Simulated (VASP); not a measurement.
An input for Ansatz (written as the equivalent of a VASP run, and not itself run):

Ansatz 0.2 input:
```yaml
crystal:
  lattice:
    - [2.6323580, 0.0000000, 0.0000000]
    - [-1.3161790, 2.2796900, 0.0000000]
    - [0.0000000, 0.0000000, 8.4696310]
  atoms:
    - { symbol: Ru, position: [-0.0173410, -0.0203920, 0.0032490] }
    - { symbol: Ru, position: [-0.0106730, 0.0085980, 0.4927280] }
    - { symbol: Ru, position: [0.3635960, 0.7005020, 0.2487240] }
    - { symbol: Ru, position: [0.6644190, 0.3112910, 0.7552980] }
kpoints:
  mp_grid: { grid: [7, 7, 2] }
hamiltonian:
  xc: pbe
  pseudopotentials: { kind: paw }
scf:
  occupations: { method: fermi_dirac, width: 0.05 }
  max_iter: 100
output: { forces: true, stress: true, eigenvalues: true }
```

Task: Translate this input to VASP (INCAR, KPOINTS, POSCAR, choice of POTCAR).

Result: This is not unique; one that fits is 
### POSCAR
```
Ru
1.0
  2.6323580000   0.0000000000   0.0000000000
 -1.3161790000   2.2796900000   0.0000000000
  0.0000000000   0.0000000000   8.4696310000
Ru
4
direct
 -0.0173410000  -0.0203920000   0.0032490000
 -0.0106730000   0.0085980000   0.4927280000
  0.3635960000   0.7005020000   0.2487240000
  0.6644190000   0.3112910000   0.7552980000
```

### INCAR
```
SYSTEM = Ru
PREC = Accurate; ENCUT = 300; LREAL = F
LASPH = T
EDIFF = 1E-6; NELM = 100; ALGO = Normal
LMAXMIX = 4
ISMEAR = -1; SIGMA = 0.05
GGA = PE
ISIF = 2
LWAVE = F; LCHARG = F
```

**KPOINTS**
```
Automatic
0
G
7 7 2
```

POTCAR, in this order: Ru_pv (PBE.64 set). Program: vasp_std.

The two are equivalent in intent, not identical: each code has its own PAW files, so the cut-off isn't converted (ENCUT is set for VASP's; basis.ecutwfc is left out, and Ansatz then takes the one that its files recommend); Ansatz stops its SCF on the density residual and VASP on the energy change (EDIFF).

The structure was generated: Ru was put into an ordered model structure, which need not be its known phase. The cell was not relaxed at this level, atoms are displaced from their ideal sites. The k-mesh is coarse (spacing up to 0.39 per Å, 2π included), so the numbers may not be converged in it.
